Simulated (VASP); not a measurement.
Mg2Si (antifluorite): the lattice constant a from VASP (plane waves, PAW) at several levels of theory. Static lattice.

| level | lattice constant a (Å) |
|---|---|
| LDA | 6.250 |
| PBE | 6.359 |
| PBEsol | 6.324 |
| AM05 | 6.327 |
| optB88-vdW | 6.340 |
| rev-vdW-DF2 | 6.337 |

The cell of the LDA run:

```cif
data_Mg2Si
_chemical_formula_sum 'Mg2 Si1'
_space_group_name_H-M_alt 'P 1'
_space_group_IT_number 1
_cell_length_a 4.41952
_cell_length_b 4.41952
_cell_length_c 4.41952
_cell_angle_alpha 60.000
_cell_angle_beta 60.000
_cell_angle_gamma 60.000
loop_
_space_group_symop_operation_xyz
  'x, y, z'
loop_
_atom_site_label
_atom_site_type_symbol
_atom_site_fract_x
_atom_site_fract_y
_atom_site_fract_z
_atom_site_occupancy
Mg1 Mg 0.25000 0.25000 0.25000 1
Mg2 Mg 0.75000 0.75000 0.75000 1
Si1 Si 0.00000 0.00000 0.00000 1
```

Only levels that ran to the end are used. Left out are those held back, those with too coarse a band path, GW runs whose mesh misses a band edge, hybrids' fits of cells that aren't cubic and levels without matching references; a question may draw on a part of the rest.

The compound is Mg2Si in the antifluorite structure.
